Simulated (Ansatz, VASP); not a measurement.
## SiC in two plane-wave programs

Aim: how closely do two programs agree when they are given the same cell, functional and k mesh? The cell is taken from a series of runs on this material, whose earlier steps may have relaxed, scaled, displaced or heated it; both programs get it as it stands.

Calculated with Ansatz 0.2.0; plane waves, with VASP 6.6.1 beside it; dielectric response at PBE.

**1. Set-up**

The structure is hexagonal, space group P6_3mc (No. 186). Conventional cell: a = 3.074 Å, b = 3.074 Å, c = 5.045 Å, α = 90.00°, β = 90.00°, γ = 120.00°. Nearest to Si lie 4 C at 1.88 to 1.90 Å. C has 4 Si at 1.88 to 1.90 Å nearest. Farther neighbours are not listed.

Structure file:

```cif
data_structure
_symmetry_space_group_name_H-M 'P 1'
_symmetry_Int_Tables_number 1
_cell_length_a 3.0735
_cell_length_b 3.0735
_cell_length_c 5.0452
_cell_angle_alpha 90.000
_cell_angle_beta 90.000
_cell_angle_gamma 120.000
_cell_volume 41.27
loop_
_atom_site_label
_atom_site_type_symbol
_atom_site_fract_x
_atom_site_fract_y
_atom_site_fract_z
_atom_site_occupancy
Si1 Si 0.33333 0.66667 0.49960 1
Si2 Si 0.66667 0.33333 0.99960 1
C3 C 0.33333 0.66667 0.87540 1
C4 C 0.66667 0.33333 0.37540 1
```

**2. Ansatz: dielectric response, PBE**

Ansatz runs on its default PAW (the set named soft_2) files.

The response to a field tests empty states and converges slowly with the mesh.

Contents of input.yaml:

```yaml
crystal:
  lattice:
    - [3.0735139282, 0.0, 0.0]
    - [-1.5367569641, 2.6617411407, 0.0]
    - [0.0, 0.0, 5.04524771]
  atoms:
    - { symbol: Si, position: [0.3333333333, 0.6666666667, 0.4996024] }
    - { symbol: Si, position: [0.6666666667, 0.3333333333, 0.9996024] }
    - { symbol: C, position: [0.3333333333, 0.6666666667, 0.8753976] }
    - { symbol: C, position: [0.6666666667, 0.3333333333, 0.3753976] }
kpoints:
  mp_grid: { grid: [9, 9, 4] }
hamiltonian:
  xc: pbe
scf:
  occupations: { method: fixed }
dielectric: {}
```

On the command line:

```
ansatz run input.yaml --threads 8 --pin off --max-ram 14745MiB --backend cpu --events-out ev --progress --plain --runs-dir out
```

Numbers of over 12 decimals in the logs are rounded to 6 here.

Log:

```text
Engine: ansatz 0.2.0, aarch64-unknown-linux-gnu
Pseudopotentials: kind: paw
Pseudopotential: Si, paw, valence charge 4, recommended cutoff 420 eV (normal), Si.paw.azcp
Pseudopotential: C, paw, valence charge 4, recommended cutoff 420 eV (normal), C.paw.azcp
Functional definition: PBE
  parameter kappa = 0.804
  parameter beta = 0.066725
  exchange = pbe_x(kappa = kappa, mu = beta*pi^2/3)
  correlation = pbe_c(beta = beta)
Crystal: 4 atoms, lattice volume = 41.275 Å³
Basis set: ecut = 420 eV, 785 PW (Γ), exchange–correlation on 48×48×72 points (8 copies of the dense FFT grid, shifted against one another)
Bands: 12, of which v1, the nominal top of the filled ones, is band 8 counted from 1 (7 counted from 0)
Symmetry: 12 space group operations
k-points: 95 of 324 (irreducible under 2 space group operations, time reversal used)
Non-local potential: Si, projectors of the file, l = 0: 2, l = 1: 2, l = 2: 2
Non-local potential: C, projectors of the file, l = 0: 2, l = 1: 2, l = 2: 1
PAW form: soft (Blöchl's): semilocal exchange-correlation on the pseudo side does not see the compensation charge
PAW one-centre angular grid: Si, 110 points (default); XC on 64 Gauss nodes
PAW one-centre angular grid: C, 110 points (default); XC on 64 Gauss nodes
Initial density: superposition of atomic densities (neutral atoms: chi_scale 0, normalization atom), corrected by the library's trained network
Initial wavefunctions: pseudopotential atomic-orbital guess
Functional: x = pbe(κ = 0.804, μ = 0.219515), c = pbe(β = 0.066725)
SCF iter   1: F=—  HF=-1774.300413 eV  |F-HF|=—  |Δ(HF+E_count)|=         —  Δρ=2.56e-3  dr2=2.85e-3  ethr=1.77e-3  ⟨swp⟩=4.3  Hψ=6572  notcnv=0  defer=188
preconditioner: auto → none  [insulator: Δε(μ)=2.247 eV  Ē_g=11.933 eV  n_scr=2 (ndim 8)  ℏωp=23.1 eV  f_vac=0.000  ε∞_Penn≈4.8]
SCF iter   2: F=—  HF=-1774.300329 eV  |F-HF|=—  |Δ(HF+E_count)|=   8.41e-5  Δρ=9.15e-4  dr2=2.05e-4  ethr=1.78e-5  ⟨swp⟩=2.3  Hψ=2846  notcnv=0  defer=188
SCF iter   3: F=—  HF=-1774.300356 eV  |F-HF|=—  |Δ(HF+E_count)|=   2.73e-5  Δρ=3.97e-4  dr2=2.58e-5  ethr=1.28e-6  ⟨swp⟩=2.0  Hψ=1746  notcnv=0  defer=174
SCF iter   4: F=—  HF=-1774.300401 eV  |F-HF|=—  |Δ(HF+E_count)|=   4.49e-5  Δρ=6.95e-5  dr2=8.81e-7  ethr=1.61e-7  ⟨swp⟩=2.5  Hψ=1825  notcnv=0  defer=4
SCF iter   5: F=—  HF=-1774.300402 eV  |F-HF|=—  |Δ(HF+E_count)|=   2.66e-7  Δρ=5.44e-6  dr2=4.72e-9  ethr=5.51e-9  ⟨swp⟩=2.2  Hψ=1913  notcnv=0
SCF iter   6: F=—  HF=-1774.300402 eV  |F-HF|=—  |Δ(HF+E_count)|=   1.35e-8  Δρ=7.21e-7  dr2=1.19e-10  ethr=2.95e-11  ⟨swp⟩=2.0  Hψ=1873  notcnv=0
SCF iter   7: F=-1774.300402 eV  HF=-1774.300402 eV  |F-HF|=6.59e-12  |Δ(HF+E_count)|=  2.11e-10  Δρ=1.14e-7  dr2=3.17e-12  ethr=1.00e-12  ⟨swp⟩=3.6  Hψ=4206  notcnv=0
SCF 1 converged in 7 iterations: F = -1774.300402 eV  dr2 = 3.17e-12
  greatest PAW one-centre occupation: 0.646 electrons in one spin orbital (limit 2), on the C atom at site 3 (counted from 0), in its partial waves of l = 0
NSCF: frozen V_eff on 4 k-points
DFPT response loops at Γ: preconditioner auto → Resta (q_TF=auto, 2.330 Å⁻¹)  ε∞=5.1 (no band partly filled); β = 1.00, the filter's whole step (`scf.mixing.beta` (0.50) is not read by the response loops at its default; to damp them type it under 1.00, their step now; it binds the ground state too); Broyden in place of MSR1
── the response to a field inside a basis, on 12×12×6 k-points: an SCF that follows is theirs, and a resumed run solves both again ──
Bands: 9, of which v1, the nominal top of the filled ones, is band 8 counted from 1 (7 counted from 0)
k-points: 126 of 864 (irreducible under 4 space group operations, time reversal used)
Initial density: handed on by an earlier stage of this run
Initial wavefunctions: pseudopotential atomic-orbital guess (no wavefunctions were taken with the density)
Eigensolver: Dense (126 Hₖ)
SCF iter   1: F=—  HF=-1774.300913 eV  |F-HF|=—  |Δ(HF+E_count)|=         —  Δρ=3.05e-4  dr2=6.27e-6  ethr=1.00e-1
preconditioner: auto → none  [insulator: Δε(μ)=2.551 eV  Ē_g=10.183 eV  n_scr=2 (ndim 8)  ℏωp=23.1 eV  f_vac=0.000  ε∞_Penn≈6.2]
SCF iter   2: F=—  HF=-1774.300920 eV  |F-HF|=—  |Δ(HF+E_count)|=   7.23e-6  Δρ=1.49e-4  dr2=1.38e-6  ethr=3.92e-8
SCF iter   3: F=—  HF=-1774.300923 eV  |F-HF|=—  |Δ(HF+E_count)|=   2.72e-6  Δρ=3.73e-5  dr2=2.48e-7  ethr=8.66e-9
SCF iter   4: F=-1774.300923 eV  HF=-1774.300923 eV  |F-HF|=8.98e-10  |Δ(HF+E_count)|=   5.65e-8  Δρ=3.29e-6  dr2=1.43e-9  ethr=1.55e-9
SCF 1 converged in 4 iterations: F = -1774.300923 eV  dr2 = 1.43e-9
  greatest PAW one-centre occupation: 0.646 electrons in one spin orbital (limit 2), on the C atom at site 2 (counted from 0), in its partial waves of l = 0
DFPT response loops at Γ: preconditioner auto → Resta (q_TF=auto, 2.330 Å⁻¹)  ε∞=4.9 (no band partly filled); β = 1.00, the filter's whole step (`scf.mixing.beta` (0.50) is not read by the response loops at its default; to damp them type it under 1.00, their step now; it binds the ground state too); Broyden in place of MSR1
SCF converged after 7 iterations
Free energy (F): -1774.300402 eV
Harris-Foulkes:  -1774.300402 eV  (|F-HF|=6.59e-12)
Internal energy: -1774.300402 eV  (E = F + TS)
E sigma→0 (E₀):  -1774.300402 eV
Fermi energy:    9.660556 eV
--- Per-component energies (eV) ---
  E_band       = 57.891420
  E_kinetic    = 271.876662
  E_local      = -210.273436  (includes V_loc(G=0)·N_el)
  E_nonlocal   = 103.723521
  E_hartree    = 64.986322
  E_xc         = -211.179048
  E_vxc        = -218.966785  (∫ρ·V_xc dr)
  E_paw        = -1224.188796  (= ΣΔE_a)
  E_vpaw       = -18.441227  (= ΣTr[D̂ρ^β])
  E_aug_tail   = 0.000027  (compensation charges beyond the density's cutoff)
  E_ewald      = -569.245654
  E_smearing   = -0.000000  (= −TS)
  E_closure    = 0.000000  (closes the sum)
  Σ components = -1774.300402   (vs F -1774.300402, Δ=0.00e0)
--- Band table (eV; the first three rows and the last of 95) ---
  k-point 0: bands = [... 4 lower, 8.3444, 9.5479, 9.6606, 9.6606, 14.4803, 15.8731, 16.3436, 16.3436]
  k-point 1: bands = [... 4 lower, 8.5121, 8.5121, 9.4390, 9.4390, 14.7623, 16.4636, 16.4636, 16.6969]
  k-point 2: bands = [... 4 lower, 8.9486, 8.9486, 8.9486, 8.9486, 15.5717, 15.5717, 17.0245, 17.0245]
  k-point 94: bands = [... 4 lower, 5.5982, 5.5982, 7.3969, 7.3969, 14.5648, 14.5648, 16.8454, 16.8454]
--- Dielectric response (ions clamped): 3 representative field directions + reference, inside a basis on a mesh of 864 k-points (Σ response iterations 12) ---
  ε∞ (high-frequency dielectric tensor):
        6.904612     0.000000     0.000000
       -0.000000     6.904612     0.000000
        0.000000     0.000000     7.277195
  Born effective charges Z* (e; rows j = field, columns β = displacement):
    site 0:
         2.67770    0.00000   -0.00000
         0.00000    2.67770    0.00000
        -0.00000    0.00000    2.87736
    site 1:
         2.67770    0.00000    0.00000
         0.00000    2.67770    0.00000
         0.00000    0.00000    2.87736
    site 2:
        -2.67770   -0.00000   -0.00000
        -0.00000   -2.67770   -0.00000
         0.00000   -0.00000   -2.87736
    site 3:
        -2.67770   -0.00000    0.00000
         0.00000   -2.67770   -0.00000
        -0.00000   -0.00000   -2.87736
  Z* charge neutrality: 5.162e-4 e pre-enforcement
  solved inside a basis spanned on kpoints, on 12×12×6 k-points, its susceptibility summed on 14×14×8: ε∞ is read to err by 2.3e-2, Z* by 1.1e-2 e (field_mesh: kpoints solves on kpoints); Z* is corrected for what the basis lacks
```

(Continued in part 2 of 2.)

[Lines on the potential files, build, host, timing and source positions are cut from VASP's logs without a mark.]

[Logs are printed without paths, hosts, clocks, repeated set-up lines and the standing remarks that a program may print on its own settings, such as how far it seeks lower states.]

[Hosts, paths, dates, database ids (printed as entryN), source tags and the programs' standing remarks are cut or masked in the printed files.]
